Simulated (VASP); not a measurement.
All values below come from PW91 GGA, VASP's PBE PAW potentials (set 64) (plane waves; VASP).

VASP input:

### INCAR
```
ALGO = Normal
EDIFF = 1E-6
EDIFFG = -0.01
ENCUT = 520
GGA = 91
IBRION = 2
ISIF = 3
ISMEAR = 1
ISPIN = 2
LASPH = .TRUE.
LCHARG = .FALSE.
LMAXMIX = 4
LORBIT = 10
LREAL = .FALSE.
LWAVE = .FALSE.
MAGMOM = 2.1
NELM = 100
NSW = 60
PREC = Accurate
SIGMA = 0.1
SYSTEM = Fe
```

### KPOINTS
```
Automatic mesh
0
Gamma
16 16 16
0 0 0
```

**POSCAR**
```
Fe
1
   -1.4140249514     1.4140249514     1.4140249514
    1.4140249514    -1.4140249514     1.4140249514
    1.4140249514     1.4140249514    -1.4140249514
Fe
1
Direct
  0.0000000000   0.0000000000   0.0000000000
```

POTCAR, in this order: Fe (PBE.64 set). Program: vasp_std.

Output of the run:

**OSZICAR**
```
       N       E                     dE             d eps       ncg     rms          rms(c)
DAV:   1     0.162930208918E+02    0.16293E+02   -0.41287E+03  5413   0.107E+03
DAV:   2    -0.887133414956E+01   -0.25164E+02   -0.23803E+02  5257   0.132E+02
DAV:   3    -0.919486459493E+01   -0.32353E+00   -0.32257E+00  5861   0.204E+01
DAV:   4    -0.919642418189E+01   -0.15596E-02   -0.15595E-02  5746   0.130E+00
DAV:   5    -0.919643832064E+01   -0.14139E-04   -0.14139E-04  5657   0.111E-01    0.112E+01
DAV:   6    -0.823721811255E+01    0.95922E+00   -0.12791E+01  5505   0.574E+01    0.542E+00
DAV:   7    -0.816606392944E+01    0.71154E-01   -0.82980E-01  5504   0.142E+01    0.313E+00
DAV:   8    -0.815964529639E+01    0.64186E-02   -0.67315E-03  6434   0.687E-01    0.139E+00
DAV:   9    -0.815278894159E+01    0.68564E-02   -0.64870E-03  6536   0.612E-01    0.364E-01
DAV:  10    -0.815260918065E+01    0.17976E-03   -0.42149E-04  5402   0.274E-01    0.111E-01
DAV:  11    -0.815263056318E+01   -0.21383E-04   -0.16847E-04  5445   0.167E-01    0.379E-02
DAV:  12    -0.815263273933E+01   -0.21761E-05   -0.48198E-06  5441   0.333E-02    0.145E-02
DAV:  13    -0.815263286148E+01   -0.12215E-06   -0.11023E-06  3158   0.108E-02
   1 F= -.81526329E+01 E0= -.81525935E+01  d E =-.815263E+01  mag=     2.1451
```

**OUTCAR**
```
------------------------ aborting loop because EDIFF is reached ----------------------------------------
  FORCE on cell =-STRESS in cart. coord.  units (eV):
  Direction    XX          YY          ZZ          XY          YZ          ZX
  --------------------------------------------------------------------------------------
  Total       -0.0096561     -0.0096561     -0.0096561      0.0000000     -0.0000000      0.0000000
  in kB       -1.3679879     -1.3679879     -1.3679879      0.0000000     -0.0000000      0.0000000
  external PRESSURE =      -1.3679879 kB  Pullay stress =       0.0000000 kB
  volume of cell :       11.31
      direct lattice vectors                 reciprocal lattice vectors
    -1.414024951  1.414024951  1.414024951     0.000000000  0.353600550  0.353600550
     1.414024951 -1.414024951  1.414024951     0.353600550  0.000000000  0.353600550
     1.414024951  1.414024951 -1.414024951     0.353600550  0.353600550  0.000000000
 POSITION                                       TOTAL-FORCE (eV/Angst)
 -----------------------------------------------------------------------------------
      0.00000      0.00000      0.00000         0.000000      0.000000     -0.000000
 -----------------------------------------------------------------------------------
    total drift:                                0.000000      0.000000     -0.000000
  FREE ENERGIE OF THE ION-ELECTRON SYSTEM (eV)
  ---------------------------------------------------
  free  energy   TOTEN  =        -8.1526328615 eV

  energy  without entropy=       -8.1525146976  energy(sigma->0) =       -8.15259347

 total charge

# of ion       s       p       d       tot
------------------------------------------
    1        0.488   0.539   6.259   7.286

 magnetization (x)

# of ion       s       p       d       tot
------------------------------------------
    1       -0.012  -0.047   2.197   2.137

 reached required accuracy - stopping structural energy minimisation
```
(Selected blocks of OUTCAR.)

OUTCAR:
```
 val. band max:        5.8302083027   @ k =  -0.1875   0.1875   0.1875

 cond. band min:       5.8416328242   @ k =  -0.4375  -0.4375   0.1875


 Fermi energy:         5.8331119440

 spin component 1

 k-point     1 :       0.0000    0.0000    0.0000
  band No.  band energies     occupation
      1      -2.6062      1.00000
      2       3.5374      1.00000
      3       3.5374      1.00000
      4       3.5374      1.00000
      5       4.8232      1.00000
      6       4.8232      1.00000
      7      30.9176      0.00000
      8      30.9176      0.00000
      9      30.9176      0.00000

 k-point     2 :       0.0625    0.0000    0.0000
  band No.  band energies     occupation
      1      -2.4437      1.00000
      2       3.4927      1.00000
      3       3.5342      1.00000
      4       3.6254      1.00000
      5       4.7785      1.00000
      6       4.8268      1.00000
      7      29.8616      0.00000
      8      30.6828      0.00000
      9      30.8020      0.00000

 k-point     3 :       0.1250    0.0000    0.0000
  band No.  band energies     occupation
      1      -1.9692      1.00000
      2       3.3670      1.00000
      3       3.5089      1.00000
      4       3.8814      1.00000
      5       4.6816      1.00000
      6       4.8383      1.00000
      7      27.5081      0.00000
      8      29.8422      0.00000
      9      30.5242      0.00000

 k-point     4 :       0.1875    0.0000    0.0000
  band No.  band energies     occupation
      1      -1.2297      1.00000
      2       3.1827      1.00000
      3       3.4421      1.00000
      4       4.2798      1.00000
      5       4.6194      1.00000
      6       4.8598      1.00000
      7      24.6746      0.00000
      8      28.5370      0.00000
      9      30.2037      0.00000

 k-point     5 :       0.2500    0.0000    0.0000
  band No.  band energies     occupation
      1      -0.3410      1.00000
...
```

The compound is Fe in the bcc structure. It was relaxed first. The start is the result of an earlier pass.
